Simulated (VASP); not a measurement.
```
Cl
1.0
    1.52000    -4.80642     0.00000
    1.52000     4.80642     0.00000
    0.00000     0.00000     4.01495
Cl
4
Cartesian
  1.52000   0.97743   2.33092
  1.52000  -0.97743   1.68403
  1.52000  -3.82899   3.69151
  1.52000   3.82899   0.32344
```

Computed with PBE GGA, VASP's PBE PAW potentials (set 64) (plane waves; VASP). Settings: 400 eV cut-off, 7×7×5 Γ-centred mesh, Gaussian smearing of 0.050 eV, potentials Cl.

### Question
Give the force on each atom (eV/Å).

### Answer

```json
[
 {"atom": "Cl1", "Fx": "0.000", "Fy": "4.799", "Fz": "-5.879"},
 {"atom": "Cl2", "Fx": "0.000", "Fy": "-4.799", "Fz": "5.879"},
 {"atom": "Cl3", "Fx": "0.000", "Fy": "4.799", "Fz": "5.879"},
 {"atom": "Cl4", "Fx": "0.000", "Fy": "-4.799", "Fz": "-5.879"}
]
```

### Question
Give the stress tensor in GPa (positive for a compressed cell).

### Answer

```
91.42   0.00   0.00
 0.00  60.73   0.00
 0.00   0.00  77.51
```
The pressure is its mean diagonal, 76.55 GPa.

The structure was generated: Cl was put into the black-P type (Cmce), which need not be its known phase. The cell was not relaxed at this level. The k-mesh is coarse (spacing up to 0.31 per Å, 2π included), so the numbers may not be converged in it.
